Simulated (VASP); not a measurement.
Crystal: Ga3Sb.

```
Ga Sb
1.0
     3.91505    0.00000    0.00000
     0.00000    3.91505    0.00000
     0.00000    0.00000    5.95181
Ga Sb
3 1
Direct
  0.50000 0.00000 0.50000
  0.00000 0.50000 0.50000
  0.00000 0.00000 0.50000
  0.00000 0.00000 0.00000
```

The cell was built by a generator and needn't be a form met in nature.

- Program: VASP 6.6.1
- Task: relaxation of cell and atoms
- Functional: PBE
- Potentials or basis: VASP PAW PBE potentials, release 64 (Ga_d, Sb)
- Cutoff: 520 eV
- k mesh: 5 × 5 × 4
- Occupations: gaussian, width 0.15 eV
- Spin: no spin polarisation

At the start: pressure 37.3 GPa; volume 22.81 Å³/atom.

**Question.** How do energy, volume and symmetry change on relaxing?

**Answer.** Over 13 steps the energy falls by 1550.0 meV/atom and the volume is 35.59 Å³/atom (+56.0 %); space group P4/mmm (No. 123, to 0.05 Å).

Step by step:
```csv
step,energy change (eV),largest force (eV/Å),pressure (GPa),volume (Å³)
1,0.0000,0.0000,37.33,91.23
2,-5.8576,0.0000,-2.91,174.45
3,-5.9578,0.0000,-0.56,140.83
4,-5.9943,0.0000,-1.91,153.91
5,-5.9971,0.0000,-1.73,151.43
6,-5.9972,0.0000,-1.61,150.08
7,-6.1712,0.0000,-0.27,143.12
8,-6.1915,0.0000,0.56,140.95
9,-6.1928,0.0000,0.40,140.61
10,-6.1941,0.0000,0.77,139.94
11,-6.1936,0.0000,-0.02,140.32
12,-6.1955,0.0000,0.03,140.83
13,-6.1998,0.0000,0.13,142.35
```

Final structure:
```yaml
crystal:
  lattice:
    - [5.10388, 0.00000, 0.00000]
    - [0.00000, 5.10388, 0.00000]
    - [0.00000, 0.00000, 5.46441]
  atoms:
    - { symbol: Ga, position: [0.50000, 0.00000, 0.50000] }
    - { symbol: Ga, position: [0.00000, 0.50000, 0.50000] }
    - { symbol: Ga, position: [0.00000, 0.00000, 0.50000] }
    - { symbol: Sb, position: [0.00000, 0.00000, 0.00000] }
```

Caveat: the volume moved by over 15 % at a fixed basis, so the end points are rough.
